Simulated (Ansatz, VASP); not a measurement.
**Si: VASP beside Ansatz**

File INCAR:

```
ALGO = Normal ; EDIFF = 1E-6
ENCUT = 520 ; GGA = CA
ISIF = 2 ; ISMEAR = 1
LASPH = True ; LCHARG = False
LREAL = False ; LWAVE = False
NBANDS = 11 ; NELM = 80
PREC = Accurate ; SIGMA = 0.1
```

The input KPOINTS:

```
k-points
0
Gamma
  15 15 15
```

Contents of POSCAR:

```
Si
1.0
   -2.4187994400      2.4187994400      1.3292650000
    2.4187994400     -2.4187994400      1.3292650000
    2.4187994400      2.4187994400     -1.3292650000
Si
2
Direct
    0.2500000000      0.7500000000      0.5000000000
    0.5000000000      0.5000000000      0.0000000000
```

Input for Ansatz:

```yaml
crystal:
  lattice:
    - [-2.41879944, 2.41879944, 1.329265]
    - [2.41879944, -2.41879944, 1.329265]
    - [2.41879944, 2.41879944, -1.329265]
  atoms:
    - { symbol: Si, position: [0.25, 0.75, 0.5] }
    - { symbol: Si, position: [0.5, 0.5, 0.0] }
basis:
  ecutwfc: 520.0
kpoints:
  mp_grid:
    grid: [15, 15, 15]
hamiltonian:
  xc: lda
scf:
  occupations:
    method: methfessel_paxton
    width: 0.1
output:
  stress: true
```

This isn't the form of Si at room conditions, which is diamond.

Alike in both runs: task single point; functional LDA; k mesh 15 × 15 × 15; occupations methfessel-paxton of order 1, width 0.1 eV; no spin polarisation.

|  | VASP | Ansatz |
| --- | --- | --- |
| version | VASP 6.6.1 | Ansatz 0.2.0 |
| potentials or method | VASP PAW LDA potentials, release 64 (Si) | plane waves, PAW |
| plane-wave cutoff (eV) | 520 | 520 |
| valence electrons in the cell | 8 | 8 |

|  | VASP | Ansatz | Ansatz less VASP |
| --- | --- | --- | --- |
| pressure (GPa) | -5.0 | -5.1 | -0.06 |
| largest component of the traceless stress (GPa) | 0.70 | 0.70 | +0.009 |
